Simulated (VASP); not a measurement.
Here is the system:

```yaml
crystal:
  lattice:
    - [-1.70771, 1.70771, 6.78073]
    - [1.70771, -1.70771, 6.78073]
    - [1.70771, 1.70771, -6.78073]
  atoms:
    - { symbol: Zr, position: [0.75749, 0.75749, 0.00000] }
    - { symbol: Zr, position: [0.50749, 0.00749, 0.50000] }
    - { symbol: Si, position: [0.15851, 0.15851, 0.00000] }
    - { symbol: Si, position: [0.90851, 0.40851, 0.50000] }
```

Method: PBEsol GGA, VASP's PBE PAW potentials (set 64) (plane waves; VASP). Settings: 400 eV cut-off, 14×14×14 Γ-centred mesh, tetrahedra with Blöchl corrections, potentials Zr_sv Si.

The cores are frozen, which limits the accuracy of field gradients.

Problem. Give the principal components of the electric field gradient (V/Å²) and the asymmetry η at each nucleus.

Solution. 
```
atom    Vxx    Vyy    Vzz     η
----  -----  -----  -----  ----
Zr1    72.8   17.1  -89.9  0.62
Zr2    72.8   17.1  -89.9  0.62
Si3   -26.2  -12.4   38.5  0.36
Si4   -26.2  -12.4   38.5  0.36
```

The structure was generated: ZrSi was put into the NbAs type (I4_1md), which need not be its known phase. It was relaxed first, which changed the volume by +5 %.
